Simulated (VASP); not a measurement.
An input for Quantum ESPRESSO's pw.x (written as the equivalent of a VASP run, and not itself run):

```
&CONTROL
  calculation = 'scf'
  pseudo_dir = './pseudo'
  outdir = './out'
  tprnfor = .true.
  tstress = .true.
/
&SYSTEM
  ibrav = 0
  nat = 2
  ntyp = 2
  ecutwfc = 84
  occupations = 'smearing'
  smearing = 'methfessel-paxton'
  degauss = 0.009996
  input_dft = 'pbesol'
/
&ELECTRONS
  conv_thr = 7.3e-08
  electron_maxstep = 100
/
ATOMIC_SPECIES
  Zn 65.380 Zn.upf
  Au 196.967 Au.upf
CELL_PARAMETERS angstrom
     3.1500500    0.0000000    0.0000000
     0.0000000    3.1500500    0.0000000
     0.0000000    0.0000000    3.1500500
ATOMIC_POSITIONS crystal
  Zn   0.4996480  0.4845980  0.4809120
  Au   0.0003520  0.0154020  0.0190880
K_POINTS automatic
  8 8 8 0 0 0
```

Task: Translate this input to VASP (INCAR, KPOINTS, POSCAR, choice of POTCAR).

Result: One answer among several that fit: 
**INCAR**
```
# general
SYSTEM   =  ZnAu
PREC     =  Accurate
ENCUT    =  300
LREAL    =  .FALSE.
LASPH    =  .TRUE.

# electronic loop
EDIFF    =  1E-6
NELM     =  100
ALGO     =  Normal
LMAXMIX  =  6

# smearing
ISMEAR   =  1
SIGMA    =  0.136

# functional
GGA      =  PS

# ions
ISIF     =  2

# output
LWAVE    =  .FALSE.
LCHARG   =  .FALSE.
```

**KPOINTS**
```
Automatic mesh
0
Gamma
8 8 8
0 0 0
```

File POSCAR:
```
ZnAu
1
    3.1500500000     0.0000000000     0.0000000000
    0.0000000000     3.1500500000     0.0000000000
    0.0000000000     0.0000000000     3.1500500000
Zn Au
1 1
Direct
  0.4996480000   0.4845980000   0.4809120000
  0.0003520000   0.0154020000   0.0190880000
```

POTCAR, in this order: Zn Au (PBE.64 set). Program: vasp_std.

The two are equivalent in intent, not identical: the potentials are each code's own (VASP's PAW set, PseudoDojo norm-conserving files in pw.x), so ENCUT and ecutwfc are chosen apart and not converted; conv_thr bounds pw.x's estimated SCF error, while EDIFF bounds the energy change between steps.

The structure comes from a computed database's ZnAu entry; how it stands against other phases isn't given here. The cell was not relaxed at this level, atoms are displaced from their ideal sites.
